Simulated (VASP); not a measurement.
```
CELL_PARAMETERS angstrom
      0.00000     1.80660     1.80660
      1.80660     0.00000     1.80660
      1.80660     1.80660     0.00000
ATOMIC_POSITIONS crystal
  Cu 0.00000 0.00000 0.00000
```

Method: PBE GGA, VASP's PBE PAW potentials (set 64) (plane waves; VASP 6.6.1). Numerical set-up: 300 eV cut-off, 16×16×16 Γ-centred mesh, Fermi-Dirac smearing of 0.14 eV, potentials Cu.

Give the energies of bands 1 to 7 at the high-symmetry points, in eV from the Fermi level.

```csv
band,Γ,X,U,L,W
1,-9.36,-4.88,-4.30,-5.08,-4.14
2,-3.02,-4.42,-4.07,-3.06,-3.54
3,-3.02,-1.65,-2.76,-3.06,-3.54
4,-3.02,-1.49,-2.07,-1.63,-2.25
5,-2.20,-1.49,-1.69,-1.63,-1.49
6,-2.20,1.50,4.34,-1.00,6.21
7,22.62,7.13,5.74,3.77,6.21
```

It has no gap at this level: it comes out as a metal or semimetal.

The structure comes from a computed database's Cu entry; how it stands against other phases isn't given here. The cell was not relaxed at this level.
